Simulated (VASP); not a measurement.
# AlHg (F-43m) in VASP: notebook

The runs below take AlHg through relaxation of cell and atoms, with AM05, PW91.

Program: VASP 6.6.1. These are calculated values, not measurements. Logs are shortened: lines on timing, memory, paths and dates and some standing lists are left out, and cuts for length are marked.

## (1) The crystal as given

It takes space group F-43m (No. 216, cubic). The conventional cell has a = 6.137 Å, b = 6.137 Å, c = 6.137 Å, α = 90.00°, β = 90.00°, γ = 90.00°. Al (site symmetry -43m) has 4 Hg at 2.66 Å as nearest neighbours. Hg (site symmetry -43m) is surrounded by 4 Al at 2.66 Å.

The cell was built by a generator and needn't be a form met in nature.

## (2) Relaxation of cell and atoms, AM05

Input file INCAR:

```
SYSTEM = AlHg
PREC = Accurate
ENCUT = 600
EDIFF = 1E-6
ISMEAR = -1
SIGMA = 0.05
LREAL = .FALSE.
LASPH = .TRUE.
NELM = 100
ALGO = Fast
ISIF = 3
LWAVE = .FALSE.
LCHARG = .FALSE.
GGA = AM
IBRION = 2
NSW = 60
EDIFFG = -0.005
```

Input file KPOINTS:

```
Automatic mesh
0
G
  8 8 8
  0 0 0
```

Input file POSCAR:

```
AlHg
1.0
    0.0000000000      3.0685300000      3.0685300000
    3.0685300000      0.0000000000      3.0685300000
    3.0685300000      3.0685300000      0.0000000000
Al Hg
1 1
Direct
    0.0000000000      0.0000000000      0.0000000000
    0.7500000000      0.7500000000      0.7500000000
```

Potentials or basis: VASP PAW PBE potentials, release 64 (Al, Hg).

Launch:

```console
$ cat potpaw_PBE.64/Al/POTCAR potpaw_PBE.64/Hg/POTCAR > POTCAR
$ mpirun -np 1 vasp_std > vasp.out
```

OUTCAR:

```text
SYSTEM = AlHg
   PREC = Accurate
   ENCUT = 600
   EDIFF = 1E-6
   ISMEAR = -1
   LREAL = .FALSE.
   LASPH = .TRUE.
   NELM = 100
   ISIF = 3
   GGA = AM
   IBRION = 2
   NSW = 60
   EDIFFG = -0.005

 ion  position               nearest neighbor table
   1  0.000  0.000  0.000-   2 2.66   2 2.66   2 2.66   2 2.66
   2  0.750  0.750  0.750-   1 2.66   1 2.66   1 2.66   1 2.66

  LATTYP: Found a face centered cubic cell.
 ALAT       =     6.1370600000

  Lattice vectors:

 A1 = (   0.0000000000,   3.0685300000,   3.0685300000)
 A2 = (   3.0685300000,   0.0000000000,   3.0685300000)
 A3 = (   3.0685300000,   3.0685300000,   0.0000000000)

Analysis of symmetry for initial positions (statically):
=====================================================================
 Subroutine PRICEL returns:
 Original cell was already a primitive cell.

 Routine SETGRP: Setting up the symmetry group for a
 face centered cubic supercell.

 Subroutine GETGRP returns: Found 24 space group operations
 (whereof 24 operations were pure point group operations)
 out of a pool of 48 trial point group operations.

The static configuration has the point symmetry T_d .

Analysis of symmetry for dynamics (positions and initial velocities):
=====================================================================
 Subroutine PRICEL returns:
 Original cell was already a primitive cell.

 Routine SETGRP: Setting up the symmetry group for a
 face centered cubic supercell.

 Subroutine GETGRP returns: Found 24 space group operations
 (whereof 24 operations were pure point group operations)
 out of a pool of 48 trial point group operations.

The dynamic configuration has the point symmetry T_d .

 Subroutine INISYM returns: Found 24 space group operations
 (whereof 24 operations are pure point group operations),
 and found     1 'primitive' translations

----------------------------------------------------------------------------------------

                                     Primitive cell

  volume of cell :      57.7858

  direct lattice vectors                    reciprocal lattice vectors
     0.000000000  3.068530000  3.068530000    -0.162944472  0.162944472  0.162944472
     3.068530000  0.000000000  3.068530000     0.162944472 -0.162944472  0.162944472
     3.068530000  3.068530000  0.000000000     0.162944472  0.162944472 -0.162944472

  length of vectors
     4.339556743  4.339556743  4.339556743     0.282228104  0.282228104  0.282228104

[... 101 lines left out ...]
  volume/ion in A,a.u.               =      28.89       194.98
  Fermi-wavevector in a.u.,A,eV,Ry     =   1.044315  1.973469 14.838432  1.090594
  Thomas-Fermi vector in A             =   2.179062
   LORBIT       =      0    0 simple, 1 ext, 2 COOP (PROOUT), +10 PAW based schemes
   GGA     = AM    functional components
   LHFCALC =     F    Hartree Fock is set to
   AEXX    =    0.0000 exact exchange contribution
   IVDW    =     0    specifies the selected vdW correction
   LEPSILON=     F    determine dielectric tensor
   LRPA    =     F    only Hartree local field effects (RPA)
 conjugate gradient relaxation of ions
 non-spin polarized calculation
 RMM-DIIS sequential band-by-band and
  energy-cutoff  :      600.00
  volume of cell :       57.79
 maximum number of plane-waves:      1964
   NGX = 17   NGY = 17   NGZ = 17

--------------------------------------- Ionic step        1  -------------------------------------------

 number of electron      14.9999999 magnetization

 Free energy of the ion-electron system (eV)
  ---------------------------------------------------
  ext. energy  EPLUGINS =         0.00000000
  ---------------------------------------------------
  free energy    TOTEN  =        -3.29053732 eV

  energy without entropy =       -3.28391121  energy(sigma->0) =       -3.28722427

------------------------ aborting loop because EDIFF is reached ----------------------------------------

  FORCE on cell =-STRESS in cart. coord.  units (eV):
  Direction    XX          YY          ZZ          XY          YZ          ZX
  --------------------------------------------------------------------------------------
  -------------------------------------------------------------------------------------
  Total       -0.5690494     -0.5690494     -0.5690494      0.0000000      0.0000000     -0.0000000
  in kB      -15.7775452    -15.7775452    -15.7775452      0.0000000      0.0000000     -0.0000000
  external PRESSURE =     -15.7775452 kB  Pullay stress =       0.0000000 kB
[... 95 lines left out ...]
--------------------------------------- Ionic step        4  -------------------------------------------

 number of electron      15.0000001 magnetization

 Free energy of the ion-electron system (eV)
  ---------------------------------------------------
  ext. energy  EPLUGINS =         0.00000000
  ---------------------------------------------------
  free energy    TOTEN  =        -3.30390277 eV

  energy without entropy =       -3.29651779  energy(sigma->0) =       -3.30021028

 E-fermi :   2.5452     XC(G=0):  -9.0265

 val. band max:        2.5154202429   @ k =   0.2500   0.2500   0.0000
 cond. band min:       2.6155976520   @ k =   0.5000   0.5000   0.0000
 fundamental gap:      0.1001774091
 Fermi energy:         2.5452275122

 k-point     1 :       0.0000    0.0000    0.0000
  band No.  band energies     occupation
      1      -6.1570      2.00000
      2      -5.3471      2.00000
      3      -5.3471      2.00000
      4      -5.3471      2.00000
      5      -4.9692      2.00000
      6      -4.9692      2.00000
      7       6.5267      0.00000
      8       6.5267      0.00000
      9       6.5267      0.00000
     10       7.5947      0.00000
     11       7.5949      0.00000
[... 309 lines left out ...]
 k-point    24 :      -0.3750    0.2500    0.1250
  band No.  band energies     occupation
      1      -5.6709      2.00000
      2      -5.2410      2.00000
      3      -5.1611      2.00000
      4      -5.0113      2.00000
      5      -4.9299      2.00000
      6      -3.0712      2.00000
      7      -0.8990      2.00000
      8       2.2208      1.99696
      9       3.5363      0.00000
     10       7.8649      0.00000
     11       8.2241      0.00000

 [... further k-points ...]

------------------------ aborting loop because EDIFF is reached ----------------------------------------

  FORCE on cell =-STRESS in cart. coord.  units (eV):
  Direction    XX          YY          ZZ          XY          YZ          ZX
  --------------------------------------------------------------------------------------
  -------------------------------------------------------------------------------------
  Total        0.0020420      0.0020420      0.0020420      0.0000000      0.0000000      0.0000000
  in kB        0.0593125      0.0593125      0.0593125      0.0000000      0.0000000      0.0000000
  external PRESSURE =       0.0593125 kB  Pullay stress =       0.0000000 kB
[... 17 lines left out ...]
  FREE ENERGIE OF THE ION-ELECTRON SYSTEM (eV)
  ---------------------------------------------------
  free  energy   TOTEN  =        -3.3039027695 eV

  energy  without entropy=       -3.2965177935  energy(sigma->0) =       -3.30021028

 reached required accuracy - stopping structural energy minimisation
```

OSZICAR:

```text
N       E                     dE             d eps       ncg     rms          rms(c)
DAV:   1     0.868681476119E+02    0.86868E+02   -0.67588E+03   638   0.124E+03
DAV:   2    -0.731417483958E+00   -0.87600E+02   -0.80772E+02   659   0.263E+02
DAV:   3    -0.350131337380E+01   -0.27699E+01   -0.27526E+01   734   0.516E+01
[... 31 lines left out ...]
DAV:   1    -0.330438674879E+01   -0.50447E-03   -0.89183E-03   722   0.129E+00    0.164E-01
RMM:   2    -0.330392490946E+01    0.46184E-03   -0.13560E-03   638   0.431E-01    0.516E-02
RMM:   3    -0.330390872283E+01    0.16187E-04   -0.12549E-04   638   0.723E-02    0.415E-02
RMM:   4    -0.330390353074E+01    0.51921E-05   -0.13993E-05   638   0.422E-02    0.494E-03
RMM:   5    -0.330390276954E+01    0.76120E-06   -0.38506E-06   523   0.195E-02
   4 F= -.33039028E+01 E0= -.33002103E+01  d E =-.133654E-01
```

CONTCAR:

```text
AlHg
   1.00000000000000
     0.0000000000000000    3.0213177119717343    3.0213177119717343
     3.0213177119717343    0.0000000000000000    3.0213177119717343
     3.0213177119717343    3.0213177119717343   -0.0000000000000000
  Al              Hg
     1     1
Direct
     0.0000000000000000    0.0000000000000000    0.0000000000000000
     0.7500000000000000    0.7500000000000000    0.7500000000000000

  0.00000000E+00  0.00000000E+00  0.00000000E+00
  0.00000000E+00  0.00000000E+00  0.00000000E+00
```

It took 58 s on 1 thread of Intel Xeon Platinum 8488C (Sapphire Rapids), shared host; peak memory 0.22 GiB.

Results:

```yaml
Free_energy: -3.3039 eV
Relaxed_volume: 27.58 Å³/atom
Relaxed_cell: a = 4.273 Å, b = 4.273 Å, c = 4.273 Å, α = 60.00°, β = 60.00°, γ = 60.00°
Space_group_after_relaxing_to_0.05_Å: F-43m (No. 216)
Energy_gained_by_relaxing: 6.7 meV/atom
Ionic_steps: 4
Pressure_after_relaxing: 0.0 GPa
Band_gap_on_the_k_mesh: none (metal or under the smearing width)
```

The path:
| step | energy change (eV) | largest force (eV/Å) | pressure (GPa) | volume (Å³) |
| --- | --- | --- | --- | --- |
| 1 | 0.0000 | 0.0000 | -1.58 | 57.79 |
| 2 | -0.0132 | 0.0000 | -0.22 | 55.44 |
| 3 | -0.0133 | 0.0000 | 0.07 | 55.07 |
| 4 | -0.0134 | 0.0000 | 0.01 | 55.16 |

Final structure:
```
Al Hg
1.0
     0.00000    3.02132    3.02132
     3.02132    0.00000    3.02132
     3.02132    3.02132    0.00000
Al Hg
1 1
Cartesian
  0.0000 0.0000 0.0000
  4.5320 4.5320 4.5320
```

Levels at points of the mesh, in eV from the Fermi level:
```csv
k point,band 4,band 5,band 6,band 7,band 8,band 9,band 10,band 11
"(0.00, 0.00, 0.00)",-7.89,-7.51,-7.51,3.98,3.98,3.98,5.05,5.05
"(0.50, 0.00, 0.00)",-7.47,-7.47,-5.92,-3.90,2.11,2.11,4.00,6.09
"(0.50, 0.50, 0.00)",-7.58,-7.40,-4.94,-3.88,0.07,0.07,3.12,3.86
```

Caveat: the PAW data sets were made with another functional, which shifts forces and pressure a little.

## (3) Relaxation of cell and atoms, PW91

INCAR, as its differences from that of step 2:

```diff
@@ -13,3 +13,3 @@
 LCHARG = .FALSE.
-GGA = AM
+GGA = 91
 IBRION = 2
```

KPOINTS is that of step 2.

POSCAR is that of step 2.

Potentials or basis: VASP PAW PBE potentials, release 64 (Al, Hg).

Launch:

```console
$ cat potpaw_PBE.64/Al/POTCAR potpaw_PBE.64/Hg/POTCAR > POTCAR
$ mpirun -np 1 vasp_std > vasp.out
```

OUTCAR:

```text
SYSTEM = AlHg
   PREC = Accurate
   ENCUT = 600
   EDIFF = 1E-6
   ISMEAR = -1
   LREAL = .FALSE.
   LASPH = .TRUE.
   NELM = 100
   ISIF = 3
   GGA = 91
   IBRION = 2
   NSW = 60
   EDIFFG = -0.005

 ion  position               nearest neighbor table
   1  0.000  0.000  0.000-   2 2.66   2 2.66   2 2.66   2 2.66
   2  0.750  0.750  0.750-   1 2.66   1 2.66   1 2.66   1 2.66

  LATTYP: Found a face centered cubic cell.
 ALAT       =     6.1370600000

  Lattice vectors:
[... 574 lines left out ...]

  FORCE on cell =-STRESS in cart. coord.  units (eV):
  Direction    XX          YY          ZZ          XY          YZ          ZX
  --------------------------------------------------------------------------------------
  -------------------------------------------------------------------------------------
  Total        0.0002479      0.0002479      0.0002479      0.0000000     -0.0000000      0.0000000
  in kB        0.0068635      0.0068635      0.0068635      0.0000000     -0.0000000      0.0000000
  external PRESSURE =       0.0068635 kB  Pullay stress =       0.0000000 kB

 VOLUME and BASIS-vectors are now :
 -----------------------------------------------------------------------------
  energy-cutoff  :      600.00
  volume of cell :       57.87
      direct lattice vectors                 reciprocal lattice vectors
    -0.000000000  3.069965004  3.069965004    -0.162868306  0.162868306  0.162868306
     3.069965004  0.000000000  3.069965004     0.162868306 -0.162868306  0.162868306
     3.069965004  3.069965004  0.000000000     0.162868306  0.162868306 -0.162868306

 POSITION                                       TOTAL-FORCE (eV/Angst)
 -----------------------------------------------------------------------------------
      0.00000      0.00000      0.00000        -0.000000     -0.000000     -0.000000
      4.60495      4.60495      4.60495         0.000000      0.000000      0.000000
 -----------------------------------------------------------------------------------
    total drift:                                0.000000      0.000000      0.000000

  FREE ENERGIE OF THE ION-ELECTRON SYSTEM (eV)
  ---------------------------------------------------
  free  energy   TOTEN  =        -3.1287281545 eV

  energy  without entropy=       -3.1221685418  energy(sigma->0) =       -3.12544835

 reached required accuracy - stopping structural energy minimisation
```

OSZICAR:

```text
N       E                     dE             d eps       ncg     rms          rms(c)
DAV:   1     0.870732370998E+02    0.87073E+02   -0.67318E+03   638   0.124E+03
DAV:   2    -0.592674967875E+00   -0.87666E+02   -0.80616E+02   659   0.262E+02
DAV:   3    -0.340903315541E+01   -0.28164E+01   -0.27982E+01   734   0.519E+01
[... 12 lines left out ...]
DAV:   1    -0.312906834537E+01   -0.35319E-03   -0.63280E-03   766   0.108E+00    0.138E-01
RMM:   2    -0.312874511217E+01    0.32323E-03   -0.96254E-04   638   0.361E-01    0.383E-02
RMM:   3    -0.312873337945E+01    0.11733E-04   -0.94073E-05   638   0.626E-02    0.315E-02
RMM:   4    -0.312872890556E+01    0.44739E-05   -0.10635E-05   635   0.371E-02    0.412E-03
RMM:   5    -0.312872815450E+01    0.75107E-06   -0.29631E-06   461   0.170E-02
   2 F= -.31287282E+01 E0= -.31254483E+01  d E =-.127844E-04
```

It took 36 s on 1 thread of Intel Xeon Platinum 8488C (Sapphire Rapids), shared host; peak memory 0.22 GiB.

What came out:

```yaml
Free_energy: -3.1287 eV
Relaxed_volume: 28.93 Å³/atom
Relaxed_cell: a = 4.342 Å, b = 4.342 Å, c = 4.342 Å, α = 60.00°, β = 60.00°, γ = 60.00°
Space_group_after_relaxing_to_0.05_Å: F-43m (No. 216)
Energy_gained_by_relaxing: 0.0 meV/atom
Ionic_steps: 2
Pressure_after_relaxing: 0.0 GPa
Band_gap_on_the_k_mesh: none (metal or under the smearing width)
```

Final structure:
```yaml
crystal:
  lattice:
    - [0.00000, 3.06996, 3.06996]
    - [3.06996, 0.00000, 3.06996]
    - [3.06996, 3.06996, 0.00000]
  atoms:
    - { symbol: Al, position: [0.00000, 0.00000, 0.00000] }
    - { symbol: Hg, position: [0.75000, 0.75000, 0.75000] }
```

Levels at points of the mesh, in eV from the Fermi level:
```tsv
k point	band 3	band 4	band 5	band 6	band 7	band 8	band 9	band 10	band 11
(0.00, 0.00, 0.00)	-7.73	-7.73	-7.38	-7.38	3.81	3.81	3.81	4.58	4.93
(0.50, 0.00, 0.00)	-7.64	-7.34	-7.34	-5.80	-3.75	2.04	2.04	3.75	5.97
(0.50, 0.50, 0.00)	-7.45	-7.45	-7.27	-4.81	-3.84	0.11	0.11	3.11	3.74
```

Caveat: the PAW data sets were made with another functional, which shifts forces and pressure a little. Spin-orbit coupling is left out, which matters for the levels of Hg.
